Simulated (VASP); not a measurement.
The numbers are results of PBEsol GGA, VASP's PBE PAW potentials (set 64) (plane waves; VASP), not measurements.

The input files of a VASP run:

### POSCAR
```
In2Se3
1
    3.9754100000     0.0000000000     0.0000000000
    1.9860980000     3.4440330000     0.0000000000
    0.0164410000     0.0283380000     9.8640760000
In Se
2 3
Direct
  0.3331500000   0.3341700000   0.8103700000
  0.6668500000   0.6658300000   0.1896300000
  0.0000000000   0.0000000000   0.0000000000
  0.3334400000   0.3311800000   0.3236500000
  0.6665600000   0.6688200000   0.6763500000
```

### KPOINTS
```
Automatic mesh
0
Gamma
7 7 3
0 0 0
```

**INCAR**
```
ALGO = Normal
EDIFF = 1E-6
ENCUT = 300
GGA = PS
ISIF = 2
ISMEAR = -1
LASPH = .TRUE.
LCHARG = .FALSE.
LMAXMIX = 4
LREAL = .FALSE.
LWAVE = .FALSE.
NELM = 100
PREC = Accurate
SIGMA = 0.1
SYSTEM = In2Se3
```

POTCAR, in this order: In_d Se (PBE.64 set). Program: vasp_std.

The run wrote:

OSZICAR:
```
       N       E                     dE             d eps       ncg     rms          rms(c)
DAV:   1     0.313767375344E+03    0.31377E+03   -0.15154E+04  3848   0.126E+03
DAV:   2     0.130795734996E+02   -0.30069E+03   -0.29540E+03  4186   0.340E+02
DAV:   3    -0.194163939551E+02   -0.32496E+02   -0.31677E+02  5034   0.128E+02
DAV:   4    -0.205301624925E+02   -0.11138E+01   -0.11112E+01  4558   0.251E+01
DAV:   5    -0.205668545153E+02   -0.36692E-01   -0.36683E-01  5786   0.418E+00    0.714E+00
DAV:   6    -0.199144772874E+02    0.65238E+00   -0.14712E+00  5228   0.231E+01    0.422E+00
DAV:   7    -0.198728027231E+02    0.41675E-01   -0.57747E-01  5842   0.649E+00    0.116E+00
DAV:   8    -0.198668770300E+02    0.59257E-02   -0.68508E-02  5848   0.322E+00    0.668E-01
DAV:   9    -0.198668771947E+02   -0.16475E-06   -0.50315E-03  4990   0.562E-01    0.135E-01
DAV:  10    -0.198669424304E+02   -0.65236E-04   -0.42081E-04  5982   0.190E-01    0.718E-02
DAV:  11    -0.198669833119E+02   -0.40882E-04   -0.17549E-04  5820   0.127E-01    0.186E-02
DAV:  12    -0.198669820105E+02    0.13014E-05   -0.16575E-05  5170   0.443E-02    0.874E-03
DAV:  13    -0.198669865708E+02   -0.45603E-05   -0.83453E-06  3510   0.141E-02    0.428E-03
DAV:  14    -0.198669869453E+02   -0.37449E-06   -0.43104E-07  2496   0.521E-03
   1 F= -.19866987E+02 E0= -.19854490E+02  d E =-.249937E-01
```

File OUTCAR:
```
------------------------ aborting loop because EDIFF is reached ----------------------------------------
  FORCE on cell =-STRESS in cart. coord.  units (eV):
  Direction    XX          YY          ZZ          XY          YZ          ZX
  --------------------------------------------------------------------------------------
  Total       -0.9759196     -0.9764106     -0.8471025      0.0046228     -0.0046766     -0.0030737
  in kB      -11.5776113    -11.5834371    -10.0494179      0.0548420     -0.0554797     -0.0364642
  external PRESSURE =     -11.0701554 kB  Pullay stress =       0.0000000 kB
  volume of cell :      135.05
      direct lattice vectors                 reciprocal lattice vectors
     3.975410000  0.000000000  0.000000000     0.251546381 -0.145061260 -0.000002527
     1.986098000  3.444033000  0.000000000     0.000000000  0.290357264 -0.000834153
     0.016441000  0.028338000  9.864076000     0.000000000  0.000000000  0.101377970
 POSITION                                       TOTAL-FORCE (eV/Angst)
 -----------------------------------------------------------------------------------
      2.00143      1.17386      7.99355         0.002783      0.003485      0.150298
      3.97652      2.29851      1.87052        -0.002783     -0.003485     -0.150298
      0.00000      0.00000      0.00000        -0.000000     -0.000000      0.000000
      1.98864      1.14977      3.19251         0.001264      0.001570      0.040831
      3.98931      2.32260      6.67157        -0.001264     -0.001570     -0.040831
 -----------------------------------------------------------------------------------
    total drift:                                0.000000      0.000000      0.000000
  FREE ENERGIE OF THE ION-ELECTRON SYSTEM (eV)
  ---------------------------------------------------
  free  energy   TOTEN  =       -19.8669869453 eV

  energy  without entropy=      -19.8419932443  energy(sigma->0) =      -19.85449009
```
(Selected blocks of OUTCAR.)

At this cut-off the stress carries a Pulay error, which pulls relaxed volumes low.

The structure comes from a computed database's In2Se3 entry; how it stands against other phases isn't given here. The cell was not relaxed at this level, atoms are displaced from their ideal sites. The run is one of a series of settings (KPOINTS 7×7×3 Γ-centred mesh against the base run), some of them coarse on purpose.
